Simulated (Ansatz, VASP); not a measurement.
**NaLiB2: VASP beside Ansatz**

```
Na Li B
1.0
     4.40861    0.00000    0.00000
    -2.20431    3.81797    0.00000
     0.00000    0.00000    3.15628
Na Li B
1 1 2
Direct
  0.33333 0.66667 0.50000
  0.00000 0.00000 0.00000
  0.66667 0.33333 0.00000
  0.66667 0.33333 0.50000
```

Alike in both runs: task electric field gradients; functional PBE; k mesh 12 × 12 × 12; occupations fermi-dirac, width 0.15 eV; no spin polarisation.

|  | VASP | Ansatz |
| --- | --- | --- |
| version | VASP 6.6.1 | Ansatz 0.2.0 |
| potentials or method | VASP PAW PBE potentials, release 64 (Na_pv, Li_sv, B) | scalar-relativistic, plane waves, PAW |
| plane-wave cutoff (eV) | 520 | 420 |
| valence electrons in the cell | 16 | 18 |

|  | VASP | Ansatz | Ansatz less VASP |
| --- | --- | --- | --- |
| gap on the k mesh at the Fermi level (eV) | none | none | - |
| Vzz of the field gradient on the site that differs most (V/Å²) | -33.5 | -27.4 | +6.07 |

A gap of «none» marks a metal or a gap that the smearing closes. The functional is the same, so the differences come from potentials, cutoffs and numerics. The two sets of potentials don't hold the same shells in valence.
